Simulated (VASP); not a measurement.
VASP runs on CuP (a trial cell in the CrB structure, space group Cmcm) share one base input (PBE GGA, plane waves, VASP's PBE PAW potentials (set 64)) and change the settings named in each case.

File POSCAR:
```
CuP
1
    1.9039440000    -5.0312400000     0.0000000000
    1.9039440000     5.0312400000     0.0000000000
    0.0000000000     0.0000000000     3.7521410000
P Cu
2 2
Direct
  0.5640000000   0.4360000000   0.2500000000
  0.4360000000   0.5640000000   0.7500000000
  0.8547500000   0.1452500000   0.2500000000
  0.1452500000   0.8547500000   0.7500000000
```

File KPOINTS:
```
Automatic mesh
0
Gamma
6 6 5
0 0 0
```

**INCAR**
```
NELM=100   ! most electronic steps
SIGMA=0.05   ! width (eV)
PREC=Accurate
LMAXMIX=4   ! l cut-off of mixed one-centre charges
ENCUT=400   ! plane-wave cut-off (eV)
ISMEAR=0   ! Gaussian
LASPH=T   ! aspherical one-centre terms
LCHARG=F
SYSTEM=CuP
GGA=PE   ! PBE
LREAL=F
LWAVE=F
ALGO=Normal   ! blocked Davidson
EDIFF=1E-6
ISIF=2   ! forces and stress, cell fixed
```

POTCAR, in this order: P Cu (PBE.64 set). Program: vasp_std.

| change | E(σ→0) (eV/atom) | pressure (GPa) | largest force (eV/Å) | −TS (eV) |
|---|---|---|---|---|
| base run | -3.9656 | -9.65 | 1.129 | -0.0027 |
| LDAU = .TRUE., LDAUJ = 0 0, LDAUL = -1 2, LDAUTYPE = 2, LDAUU = 0 1.0 | -3.8037 | ___ | ___ | ___ |
| LDAU = .TRUE., LDAUJ = 0 0, LDAUL = -1 2, LDAUTYPE = 2, LDAUU = 0 2.0 | -3.6500 | -9.38 | 1.089 | -0.0015 |
| LDAU = .TRUE., LDAUJ = 0 0, LDAUL = -1 2, LDAUTYPE = 2, LDAUU = 0 3.0 | -3.5040 | ___ | ___ | -0.0011 |
| LDAU = .TRUE., LDAUJ = 0 0, LDAUL = -1 2, LDAUTYPE = 2, LDAUU = 0 4.0 | -3.3658 | -8.85 | 1.030 | -0.0011 |
| LDAU = .TRUE., LDAUJ = 0 0, LDAUL = -1 2, LDAUTYPE = 2, LDAUU = 0 5.0 | -3.2351 | -8.76 | 0.999 | -0.0012 |
| LDAU = .TRUE., LDAUJ = 0 0, LDAUL = -1 2, LDAUTYPE = 2, LDAUU = 0 6.0 | -3.1119 | -8.56 | 0.969 | -0.0014 |
| LDAU = .TRUE., LDAUJ = 0 0, LDAUL = -1 2, LDAUTYPE = 2, LDAUU = 0 8.0 | -2.8878 | -8.15 | 0.926 | -0.0021 |
| LDAU = .TRUE., LDAUJ = 0 0, LDAUL = -1 2, LDAUTYPE = 2, LDAUU = 0 5.0, LMAXMIX = 2 | -3.2351 | -8.76 | 0.999 | -0.0012 |

Some entries are withheld; supply them.

- LDAU = .TRUE., LDAUJ = 0 0, LDAUL = -1 2, LDAUTYPE = 2, LDAUU = 0 3.0, pressure (GPa): -9.03
- LDAU = .TRUE., LDAUJ = 0 0, LDAUL = -1 2, LDAUTYPE = 2, LDAUU = 0 3.0, largest force (eV/Å): 1.060
- LDAU = .TRUE., LDAUJ = 0 0, LDAUL = -1 2, LDAUTYPE = 2, LDAUU = 0 1.0, pressure (GPa): -9.60
- LDAU = .TRUE., LDAUJ = 0 0, LDAUL = -1 2, LDAUTYPE = 2, LDAUU = 0 1.0, largest force (eV/Å): 1.109
- LDAU = .TRUE., LDAUJ = 0 0, LDAUL = -1 2, LDAUTYPE = 2, LDAUU = 0 1.0, −TS (eV): -0.0023

Energies of different potentials or functionals have different zeros.  The base run's pressure lies -0.30 GPa from that at 750 eV (Pulay error).

Left out are runs that ran out of time, are held back, or changed the cell or the kind of run, fixed moments of cells without a moment, rows past the twelfth, gaps on odd meshes, pressures of charged cells and columns that move by less than the noise.

The structure was generated: CuP was put into the CrB type (Cmcm), which need not be its known phase. The cell was not relaxed at this level, forces remain on its atoms.
